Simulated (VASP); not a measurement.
FeB4: single point with LDA

FeB4:

```
CELL_PARAMETERS angstrom
4.43119 0.00000 0.00000
0.00000 5.22080 0.00000
0.00000 0.00000 2.96521
ATOMIC_POSITIONS crystal
Fe 0.00000 0.00000 0.00000
Fe 0.50000 0.50000 0.50000
B 0.25029 0.31259 0.00000
B 0.74971 0.68741 0.00000
B 0.75029 0.18741 0.50000
B 0.24971 0.81259 0.50000
B 0.33851 0.12640 0.50000
B 0.66149 0.87360 0.50000
B 0.83851 0.37360 0.00000
B 0.16149 0.62640 0.00000
```

The cell isn't the ideal one: relaxed again under DFT LDA, scalar-relativistic, plane waves, PAW.

| Item | Value |
| --- | --- |
| Program | VASP 6.6.1 |
| Task | single point |
| Functional | LDA |
| Potentials or basis | VASP PAW LDA potentials, release 64 (Fe, B) |
| Cutoff | 520 eV |
| k mesh | 8 × 8 × 12 |
| Occupations | gaussian, width 0.1 eV |
| Spin | no spin polarisation |
| Dipole correction | no |
| Further INCAR settings | ALGO = Fast; EDIFF = 1e-06; NBANDS = 31 |

```
Pressure               : 0.9 GPa
Largest force          : 0.020 eV/Å
Band gap on the k mesh : none (metal or under the smearing width)
```

Forces on the atoms (eV/Å):
```
Fe   0.000  0.000  0.000
Fe   0.000  0.000  0.000
B    0.009  0.011  0.000
B   -0.009 -0.011  0.000
B    0.009 -0.011  0.000
B   -0.009  0.011  0.000
B    0.011 -0.016  0.000
B   -0.011  0.016  0.000
B    0.011  0.016  0.000
B   -0.011 -0.016  0.000
```

Stress tensor (GPa, compression positive):
```
0.82 0.00 0.00
0.00 1.21 0.00
0.00 0.00 0.79
```

Levels at points of the mesh, in eV from the Fermi level:
```
           k point  band 17  band 18  band 19  band 20  band 21  band 22  band 23  band 24
(0.00, 0.00, 0.00)    -2.11    -2.05    -1.20     0.13     0.97     1.38     2.33     2.83
(0.50, 0.00, 0.00)    -1.89    -1.89    -0.23    -0.23     0.40     0.40     1.93     1.93
(0.00, 0.50, 0.00)    -1.80    -1.80    -0.62    -0.62     0.28     0.28     2.22     2.22
(0.50, 0.50, 0.00)    -2.20    -2.20    -1.67    -1.67     0.45     0.45     1.68     1.68
(0.00, 0.00, 0.50)    -2.28    -2.28    -0.75    -0.75     0.24     0.24     0.71     0.71
(0.50, 0.00, 0.50)    -2.11    -2.11    -0.72    -0.72     0.80     0.80     0.98     0.98
(0.00, 0.50, 0.50)    -3.15    -3.15    -0.76    -0.76     0.37     0.37     1.41     1.41
(0.50, 0.50, 0.50)    -2.54    -2.54    -0.78    -0.78    -0.44    -0.44     2.83     2.83
```

Run time: 3.9 min on 1 thread of Intel(R) Xeon(R) Platinum 8488C (Sapphire Rapids), with other jobs on the host, peak memory 0.37 GiB.

Spin polarisation is off, so any magnetic state and its effect on volume and gap are missing.
